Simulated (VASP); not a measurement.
All values below come from PBE GGA, VASP's PBE PAW potentials (set 64) (plane waves; VASP).

The input files of a VASP run:

### KPOINTS
```
kpoints
0
Gamma
  1 1 1
0 0 0
```

### POSCAR
```
Pb28Te26
1
   -0.0000000000     9.8416856329     9.8416856329
    9.8416856329    -0.0000000000     9.8416856329
    9.8416856329     9.8416856329    -0.0000000000
Te Pb
26 28
Direct
  0.0000000000   0.0000000000   0.0000000000
  0.0000000000   0.0000000000   0.3333330000
  0.0000000000   0.0000000000   0.6666670000
  0.0000000000   0.3333330000   0.0000000000
  0.0000000000   0.3333330000   0.3333330000
  1.0000000000   0.3333330000   0.6666670000
  0.0000000000   0.6666670000   0.0000000000
  0.0000000000   0.6666670000   0.3333330000
  1.0000000000   0.6666670000   0.6666670000
  0.3333330000   0.0000000000   0.0000000000
  0.3333330000   0.0000000000   0.3333330000
  0.3333330000   1.0000000000   0.6666670000
  0.3333330000   0.3333330000   0.0000000000
  0.3333330000   0.3333330000   0.3333330000
  0.3333330000   0.6666670000   0.0000000000
  0.3333330000   0.6666670000   0.3333330000
  0.3333330000   0.6666670000   0.6666670000
  0.6666670000   0.0000000000   0.0000000000
  0.6666670000   0.0000000000   0.3333330000
  0.6666670000   1.0000000000   0.6666670000
  0.6666670000   0.3333330000   0.0000000000
  0.6666670000   0.3333330000   0.3333330000
  0.6666670000   0.3333330000   0.6666670000
  0.6666670000   0.6666670000   0.0000000000
  0.6666670000   0.6666670000   0.3333330000
  0.6666670000   0.6666670000   0.6666670000
  0.1666670000   0.1666670000   0.1666670000
  0.1666670000   0.1666670000   0.5000000000
  0.1666670000   0.1666670000   0.8333330000
  0.1666670000   0.5000000000   0.1666670000
  0.1666670000   0.5000000000   0.5000000000
  0.1666670000   0.5000000000   0.8333330000
  0.1666670000   0.8333330000   0.1666670000
  0.1666670000   0.8333330000   0.5000000000
  0.1666670000   0.8333330000   0.8333330000
  0.5000000000   0.1666670000   0.1666670000
  0.5000000000   0.1666670000   0.5000000000
  0.5000000000   0.1666670000   0.8333330000
  0.5000000000   0.5000000000   0.1666670000
  0.5000000000   0.5000000000   0.5000000000
  0.3315300000   0.3322800000   0.6646810000
  0.5000000000   0.5000000000   0.8333330000
  0.5000000000   0.8333330000   0.1666670000
  0.5000000000   0.8333330000   0.5000000000
  0.5000000000   0.8333330000   0.8333330000
  0.8333330000   0.1666670000   0.1666670000
  0.8333330000   0.1666670000   0.5000000000
  0.8333330000   0.1666670000   0.8333330000
  0.8333330000   0.5000000000   0.1666670000
  0.8333330000   0.5000000000   0.5000000000
  0.8333330000   0.5000000000   0.8333330000
  0.8333330000   0.8333330000   0.1666670000
  0.8333330000   0.8333330000   0.5000000000
  0.8333330000   0.8333330000   0.8333330000
```

### INCAR
```
SYSTEM = Pb28Te26
PREC = Normal
ENCUT = 400
EDIFF = 1E-5
NELM = 100
ALGO = Fast
LREAL = Auto
LASPH = .TRUE.
ISMEAR = 0
SIGMA = 0.05
GGA = PE
LMAXMIX = 4
LWAVE = .FALSE.
LCHARG = .FALSE.
NELMIN = 4
ISYM = 0
IBRION = 2
ISIF = 2
NSW = 60
EDIFFG = -0.03
```

POTCAR, in this order: Te Pb (PBE.64 set). Program: vasp_gam.

What will the output report for the number of irreducible k-points (NKPTS), largest plane-wave count, FFT grid (NGX, NGY, NGZ)?

```
Quantity                                      Result
--------------------------------------  ------------
number of irreducible k-points (NKPTS)             1
largest plane-wave count                       17311
FFT grid (NGX, NGY, NGZ)                70 × 70 × 70
```

The cell is a supercell with a defect, built from a database entry that may be metastable or hypothetical: Pb_Te. The run is not spin-polarised, so no state with unpaired spins was tried.
